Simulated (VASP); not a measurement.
Here is a VASP 6.6.1 calculation.

File INCAR:

```
PREC = Normal
ENCUT = 520
EDIFF = 1E-5
ISMEAR = 0
SIGMA = 0.15
LREAL = Auto
LASPH = T
NELM = 80
ALGO = Fast
ISIF = 3
LWAVE = F
LCHARG = F
GGA = PE
IBRION = 2
NSW = 110
EDIFFG = -0.03
ISYM = 0
KPAR = 2
```

The input KPOINTS:

```
Automatic mesh
0
Gamma
  4 7 3
```

Contents of POSCAR:

```
HfSi2B4
1.0
    5.4960635700      0.0041241000     -0.0365291300
    0.0023363400      3.1439465400     -0.0404436800
   -0.0867588700     -0.1212372500      9.0576183700
Hf Si B
2 4 8
Direct
    0.9885894200      0.0520590200      0.9712316300
    0.4950182900      0.5095994600      0.0031122900
    0.1987503700      0.0064152000      0.3680794800
    0.8049980600      0.1241552700      0.3937160100
    0.7027514300      0.4136685100      0.5930442700
    0.3793621900      0.9130506600      0.5891494900
    0.1661138100      0.4929834800      0.8069248500
    0.6594272800      0.0049298800      0.8069392900
    0.2925809500      0.9800009800      0.8118381600
    0.8336721800      0.5944031100      0.8337779000
    0.3425921200      0.0242061300      0.1672666900
    0.8651776300      0.4732243500      0.1651983800
    0.1171349300      0.4384152600      0.1927795500
    0.6148399700      0.0252353900      0.1810526100
```

Potentials or basis: VASP PAW PBE potentials, release 64 (Hf_pv, Si, B).

The run is started by

```bash
$ cat potpaw_PBE.64/Hf_pv/POTCAR potpaw_PBE.64/Si/POTCAR potpaw_PBE.64/B/POTCAR > POTCAR
$ mpirun -np 2 vasp_std > vasp.out
```

Task: Estimate the relaxed cell.

Result: a = 5.481 Å, b = 3.104 Å, c = 9.299 Å, α = 89.90°, β = 90.24°, γ = 90.00°.

Task: What does it give for the relaxed volume?

Result: 11.30 Å³/atom.

Task: What does it give for the space group after relaxing (to 0.05 Å)?

Result: P1 (No. 1).

Task: Predict the band gap on the k mesh.

Result: None (metal or under the smearing width).

Final structure:
```
Hf Si B
1.0
     5.48096   -0.00006   -0.00432
     0.00028    3.10428    0.00335
    -0.03171    0.00684    9.29873
Hf Si B
2 4 8
Direct
  0.98529 0.00640 0.99023
  0.48747 0.50662 0.99253
  0.19559 0.00308 0.37392
  0.77702 0.99443 0.38640
  0.72858 0.49541 0.58885
  0.39109 0.99268 0.59799
  0.15285 0.50819 0.81324
  0.65275 0.00793 0.81346
  0.31218 0.00864 0.80831
  0.82303 0.50808 0.80195
  0.32432 0.00511 0.17433
  0.82187 0.50515 0.17613
  0.15416 0.50521 0.18487
  0.65481 0.00541 0.18189
```

The run has no spin-orbit coupling, so splittings on Hf are missing.
